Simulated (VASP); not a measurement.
An input for Quantum ESPRESSO's pw.x (written as the equivalent of a VASP run, and not itself run):

```
&CONTROL
  calculation = 'vc-relax'
  pseudo_dir = './pseudo'
  outdir = './out'
  tprnfor = .true.
  tstress = .true.
  nstep = 60
  forc_conv_thr = 0.00078
/
&SYSTEM
  ibrav = 0
  nat = 5
  ntyp = 3
  ecutwfc = 72
  occupations = 'smearing'
  smearing = 'gaussian'
  degauss = 0.003675
  input_dft = 'pbe'
/
&ELECTRONS
  conv_thr = 7.3e-08
  electron_maxstep = 100
/
&IONS
/
&CELL
/
ATOMIC_SPECIES
  Cs 132.905 Cs.upf
  Sn 118.710 Sn.upf
  I 126.904 I.upf
CELL_PARAMETERS angstrom
     6.2403363    0.0000000    0.0000000
     0.0000000    6.2403363   -0.0000000
     0.0000000    0.0000000    6.2403363
ATOMIC_POSITIONS crystal
  Cs   0.0000000  0.0000000  0.0000000
  Sn   0.5000000  0.5000000  0.5000000
  I    0.5000000  0.0000000  0.5000000
  I    0.0000000  0.5000000  0.5000000
  I    0.5000000  0.5000000  0.0000000
K_POINTS automatic
  3 3 3 0 0 0
```

Question: Translate this input to VASP (INCAR, KPOINTS, POSCAR, choice of POTCAR).

Answer: One answer among several that fit: 
File KPOINTS:
```
Regular mesh
0
Gamma
  3 3 3
```

**POSCAR**
```
CsSnI3
1
    6.2403363316     0.0000000000     0.0000000000
    0.0000000000     6.2403363316    -0.0000000000
    0.0000000000     0.0000000000     6.2403363316
Cs Sn I
1 1 3
Direct
  0.0000000000   0.0000000000   0.0000000000
  0.5000000000   0.5000000000   0.5000000000
  0.5000000000   0.0000000000   0.5000000000
  0.0000000000   0.5000000000   0.5000000000
  0.5000000000   0.5000000000   0.0000000000
```

**INCAR**
```
# general
SYSTEM  = CsSnI3
PREC    = Accurate
ENCUT   = 400   # plane-wave cut-off (eV)
LREAL   = .FALSE.   # projection in real space or not
LASPH   = .TRUE.

# electronic loop
EDIFF   = 1E-6   # SCF stop (eV)
NELM    = 100
ALGO    = Normal   # blocked Davidson
LMAXMIX = 4   # l cut-off of mixed one-centre charges

# smearing
ISMEAR  = 0
SIGMA   = 0.05   # width (eV)

# functional
GGA     = PE

# ions
IBRION  = 2   # conjugate gradients
NSW     = 60
ISIF    = 3
EDIFFG  = -0.02

# output
LWAVE   = .FALSE.
LCHARG  = .FALSE.
```

POTCAR, in this order: Cs_sv Sn_d I (PBE.64 set). Program: vasp_std.

Limits of the translation: the potentials are each code's own (VASP's PAW set, PseudoDojo norm-conserving files in pw.x), so ENCUT and ecutwfc are chosen apart and not converted; conv_thr bounds pw.x's estimated SCF error, while EDIFF bounds the energy change between steps; forc_conv_thr acts on force components and is met together with etot_conv_thr.

The compound is CsSnI3 in the cubic perovskite structure, the ideal cubic form; the compound distorts at low or room temperature. It was relaxed first. The start is the result of an earlier pass.
